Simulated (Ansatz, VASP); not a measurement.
# Cross-check of Ge (Germanium) between VASP and Ansatz, part 3 of 5

One calculation is typed for both programs; each brings its own data sets. How far apart do they land? The structure shown is the end of the Ansatz relaxation below.

VASP 6.6.1 and Ansatz 0.2.0.

So far: Starting point; Ansatz: relaxation, PBEsol; VASP: single point, PBEsol, pair 1.

### 3. VASP: single point, PBEsol, pair 1 (continued)

Level of this step: PBEsol; plane waves and PAW (Ge_d) (VASP).

Numbers of over 12 decimals in the logs are rounded to 6 here.

OUTCAR, selected parts (step 3):

```text
ion  position               nearest neighbor table
   1  0.500  0.500  0.500-   2 2.39   2 2.39   2 2.39   2 2.39
   2  0.750  0.750  0.750-   1 2.39   1 2.39   1 2.39   1 2.39

  LATTYP: Found a trigonal (rhomboedric) cell.
 ALAT       =     3.9030716796
 COS(alpha) =     0.4999296438

 Subroutine GETGRP returns: Found 12 space group operations
 (whereof  6 operations were pure point group operations)

The static configuration has the point symmetry C_3v.
 The point group associated with its full space group is D_3d.

   k-points           NKPTS =   1728   k-points in BZ     NKDIM =   1728   number of bands    NBANDS=     20

   dimension x,y,z NGX =    28 NGY =   28 NGZ =   28
   dimension x,y,z NGXF=    56 NGYF=   56 NGZF=   56

   ENCUT  =  500.0 eV  36.75 Ry    6.06 a.u.   7.12  7.12  7.12*2*pi/ulx,y,z

   NELECT =      28.0000    total number of electrons

 k-points in reciprocal lattice and weights: Points of the shifted mesh
   0.04166667  0.04166667  0.04166667       0.001
   0.04166667  0.04166667  0.12500000       0.001
   0.04166667  0.04166667  0.20833333       0.001
   0.04166667  0.04166667  0.29166667       0.001
   0.04166667  0.04166667  0.37500000       0.001
   0.04166667  0.04166667  0.45833333       0.001
   0.04166667  0.04166667  0.54166667       0.001
   0.04166667  0.04166667  0.62500000       0.001
   0.04166667  0.04166667  0.70833333       0.001
[...]
0.95833333  0.95833333  0.87500000       0.001
   0.95833333  0.95833333  0.95833333       0.001

 average (electrostatic) potential at core
       1 -73.4991       2 -73.4991

 E-fermi :   5.7707

 k-point     1 :       0.0417    0.0417    0.0417
  band No.  band energies     occupation
    ...
     10     -18.9505      2.00000
     11      -7.7538      2.00000
     12       5.0525      2.00000
     13       5.5585      2.00000
     14       5.5585      2.00000
     15       6.6884      0.00000
     16       8.2372      0.00000
     17       8.2372      0.00000
     18       8.2729      0.00000
     19      12.1400      0.00000
    ...

 k-point     2 :       0.0417    0.0417    0.1250
  band No.  band energies     occupation
    ...
     10     -18.9405      2.00000
     11      -7.6324      2.00000
     12       3.8136      2.00000
     13       5.0273      2.00000
     14       5.4789      2.00000
     15       7.1714      0.00000
     16       8.3639      0.00000
     17       8.4837      0.00000
     18       9.1223      0.00000
     19      12.7654      0.00000
    ...

 k-point     3 :       0.0417    0.0417    0.2083
  band No.  band energies     occupation
    ...
     10     -18.9313      2.00000
     11      -7.3326      2.00000
     12       2.1182      2.00000
     13       4.5555      2.00000
     14       5.1273      2.00000
     15       6.9887      0.00000
     16       8.8152      0.00000
     17       9.1206      0.00000
     18      10.4136      0.00000
     19      13.6004      0.00000
    ...

  Total        1.7577210      1.7577210      1.7577210     -0.0006501     -0.0006501     -0.0006501
  in kB       66.9745966     66.9745966     66.9745966     -0.0247699     -0.0247699     -0.0247699
  external PRESSURE =      66.9745966 kB  Pullay stress =       0.0000000 kB

  energy-cutoff  :      500.00
  volume of cell :       42.05
      direct lattice vectors                 reciprocal lattice vectors
    -0.000194172  2.759888449  2.759888449    -0.181147625  0.181160370  0.181160370
     2.759888449 -0.000194172  2.759888449     0.181160370 -0.181147625  0.181160370
     2.759888449  2.759888449 -0.000194172     0.181160370  0.181160370 -0.181147625

 POSITION                                       TOTAL-FORCE (eV/Angst)
 -----------------------------------------------------------------------------------
      2.75967      2.75967      2.75967         0.000804      0.000804      0.000804
      4.13981      4.13981      4.13981        -0.000804     -0.000804     -0.000804
 -----------------------------------------------------------------------------------
    total drift:                               -0.000000     -0.000000      0.000000

  FREE ENERGIE OF THE ION-ELECTRON SYSTEM (eV)
  ---------------------------------------------------
  free  energy   TOTEN  =        -9.8032844145 eV

  energy  without entropy=       -9.8032844145  energy(sigma->0) =       -9.80328441

 total charge
# of ion       s       p       d       tot
------------------------------------------
    1        1.123   1.339  10.037  12.500
    2        1.123   1.339  10.037  12.500
--------------------------------------------------
tot          2.247   2.679  20.074  24.999

[... 3 further parts left out ...]
```

The run ends at a pressure of 6.70 GPa, with forces up to 0.0014 eV/Å.

### 4. Differences

Known differences besides the potentials themselves: the cutoff is 420 eV in Ansatz and 500 eV in VASP; Ansatz makes its cores anew for this functional, VASP keeps those of its PBE data sets; Ansatz's pressure holds a Pulay correction, VASP's none. Total energies have different zeros and are not compared.

The two programs side by side:

```
              quantity  Ansatz   VASP  difference
        pressure (GPa)    6.87   6.70       +0.18
gap on the k mesh (eV)   0.418  0.424      -0.006
```

A gap on the mesh is an upper bound, since the band edges may lie between its points.

### 5. Ansatz: relaxation, PBEsol

This run makes the geometry at which the two programs are then compared. The cell compared in this pair holds 42.96 Å³, against 42.05 Å³ for the pair before.

The structure compared here is the end of the Ansatz relaxation.

Contents of input.yaml:

```yaml
crystal:
  lattice:
    - [-0.0001955688, 2.779744444, 2.779744444]
    - [2.779744444, -0.0001955688, 2.779744444]
    - [2.779744444, 2.779744444, -0.0001955688]
  atoms:
    - { symbol: Ge, position: [0.4999771075, 0.4999771075, 0.4999771075] }
    - { symbol: Ge, position: [0.7500228925, 0.7500228925, 0.7500228925] }
kpoints:
  mp_grid: { grid: [12, 12, 12], shift: [0.5, 0.5, 0.5] }
hamiltonian:
  xc: pbesol
  pseudopotentials: { kind: paw, azcp: { folder: soft_1 }, xc_functional: pbe }
scf:
  occupations: { method: gaussian, width: 0.015 }
output:
  forces: true
  stress: true
  eigenvalues: true
relax:
  adjacent_minimum: "off"
  f_tol: 0.001
  max_steps: 60
  cell: { stress_tol: 0.01, fix: [volume] }
```

Run with:

```console
$ ansatz run input.yaml --threads 4 --pin off --max-ram 10240MiB --backend cpu --events-out ev --progress --plain --runs-dir out
```

The program printed:

```text
[...]
Crystal: 2 atoms, lattice volume = 42.963 Å³
Basis set: ecut = 420 eV, 869 PW (Γ), exchange–correlation on 54×54×54 points (8 copies of the dense FFT grid, shifted against one another)
Bands: 18, of which v1, the nominal top of the filled ones, is band 14 counted from 1 (13 counted from 0)
Symmetry: 12 space group operations
[...]
k-points: 182 of 1728
[...]
--- Relaxed structure (1 steps of the walk, 1 accepted, 1 SCFs on fresh bases) ---
[...]
cell:  # Å, volume = 42.9626 Å³
    - [-0.0001955688, 2.779744444, 2.779744444]
    - [2.779744444, -0.0001955688, 2.779744444]
    - [2.779744444, 2.779744444, -0.0001955688]
  atoms:
    - { symbol: Ge, position: [0.499977, 0.499977, 0.499977] }
    - { symbol: Ge, position: [0.750023, 0.750023, 0.750023] }
[key lines of the parts left out:]
SCF converged after 5 iterations
Free energy (F): -8506.968581 eV
Fermi energy:    9.245563 eV
P = ⅓ Tr σ = 4.8468 GPa (48.468 kbar)
```

(Continued in part 4 of 5.)

[Lines on the potential files, build, host, timing and source positions are cut from VASP's logs without a mark.]

[Logs are printed without paths, hosts, clocks, repeated set-up lines and the standing remarks that a program may print on its own settings, such as how far it seeks lower states.]

[Hosts, paths, dates, database ids (printed as entryN), source tags and the programs' standing remarks are cut or masked in the printed files.]
